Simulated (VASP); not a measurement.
A convergence study with VASP on CsI (space group no. 221 when undisturbed): one setting is varied, all else stays as given below, so the limit is that of these other settings. One atom is moved off its site, so that forces are finite.

```yaml
crystal:
  lattice:
    - [4.55629, 0.00000, 0.00000]
    - [0.00000, 4.55629, 0.00000]
    - [0.00000, 0.00000, 4.55629]
  atoms:
    - { symbol: Cs, position: [0.00000, 0.00000, 0.01097] }
    - { symbol: I, position: [0.50000, 0.50000, 0.50000] }
```

All values below come from PBEsol GGA, VASP's PBE PAW potentials (set 64) (plane waves; VASP 6.6.1). The tightest run used: 300 eV cut-off, 16×16×16 Γ-centred mesh, Fermi-Dirac smearing of 0.010 eV, potentials Cs_sv I.

Task: The settings run are 1×1×1 mesh; 2×2×2 mesh; 3×3×3 mesh; 4×4×4 mesh; 5×5×5 mesh; 7×7×7 mesh; 8×8×8 mesh; 9×9×9 mesh; 10×10×10 mesh; 11×11×11 mesh; 12×12×12 mesh; 13×13×13 mesh; 14×14×14 mesh; 16×16×16 mesh. From which on does the energy per atom stay within 0.005 eV/atom of the tightest run?

Result: From 4×4×4 mesh on: it is off by 0.0015 there and by no more than 0.005 in any finer run, while 3×3×3 mesh is off by 0.0108.
```json
[
 {"setting": "1×1×1 mesh", "E (eV/atom)": "-0.7751", "pressure (GPa)": "13.84", "largest force (eV/Å)": "0.126", "irreducible k-points": "1", "difference judged (eV/atom)": "2.1106"},
 {"setting": "2×2×2 mesh", "E (eV/atom)": "-2.7687", "pressure (GPa)": "0.61", "largest force (eV/Å)": "0.015", "irreducible k-points": "6", "difference judged (eV/atom)": "0.1171"},
 {"setting": "3×3×3 mesh", "E (eV/atom)": "-2.8750", "pressure (GPa)": "-0.26", "largest force (eV/Å)": "0.032", "irreducible k-points": "6", "difference judged (eV/atom)": "0.0108"},
 {"setting": "4×4×4 mesh", "E (eV/atom)": "-2.8842", "pressure (GPa)": "-0.34", "largest force (eV/Å)": "0.033", "irreducible k-points": "18", "difference judged (eV/atom)": "0.0015"},
 {"setting": "5×5×5 mesh", "E (eV/atom)": "-2.8855", "pressure (GPa)": "-0.36", "largest force (eV/Å)": "0.034", "irreducible k-points": "18", "difference judged (eV/atom)": "0.0002"},
 {"setting": "7×7×7 mesh", "E (eV/atom)": "-2.8858", "pressure (GPa)": "-0.36", "largest force (eV/Å)": "0.034", "irreducible k-points": "40", "difference judged (eV/atom)": "0.0000"},
 {"setting": "8×8×8 mesh", "E (eV/atom)": "-2.8858", "pressure (GPa)": "-0.36", "largest force (eV/Å)": "0.034", "irreducible k-points": "75", "difference judged (eV/atom)": "0.0000"},
 {"setting": "9×9×9 mesh", "E (eV/atom)": "-2.8858", "pressure (GPa)": "-0.36", "largest force (eV/Å)": "0.034", "irreducible k-points": "75", "difference judged (eV/atom)": "0.0000"},
 {"setting": "10×10×10 mesh", "E (eV/atom)": "-2.8858", "pressure (GPa)": "-0.36", "largest force (eV/Å)": "0.034", "irreducible k-points": "126", "difference judged (eV/atom)": "0.0000"},
 {"setting": "11×11×11 mesh", "E (eV/atom)": "-2.8858", "pressure (GPa)": "-0.36", "largest force (eV/Å)": "0.034", "irreducible k-points": "126", "difference judged (eV/atom)": "0.0000"},
 {"setting": "12×12×12 mesh", "E (eV/atom)": "-2.8858", "pressure (GPa)": "-0.36", "largest force (eV/Å)": "0.034", "irreducible k-points": "196", "difference judged (eV/atom)": "0.0000"},
 {"setting": "13×13×13 mesh", "E (eV/atom)": "-2.8858", "pressure (GPa)": "-0.36", "largest force (eV/Å)": "0.034", "irreducible k-points": "196", "difference judged (eV/atom)": "0.0000"},
 {"setting": "14×14×14 mesh", "E (eV/atom)": "-2.8858", "pressure (GPa)": "-0.36", "largest force (eV/Å)": "0.034", "irreducible k-points": "288", "difference judged (eV/atom)": "0.0000"},
 {"setting": "16×16×16 mesh", "E (eV/atom)": "-2.8858", "pressure (GPa)": "-0.36", "largest force (eV/Å)": "0.034", "irreducible k-points": "405", "difference judged (eV/atom)": "0.0000"}
]
```

Left out are rungs that failed or repeat a setting and relaxations that didn't move; long series are thinned to 24 rows.

The structure is a typed CsI crystal (space group no. 221). The cell was not relaxed at this level, it is distorted from the ideal structure.
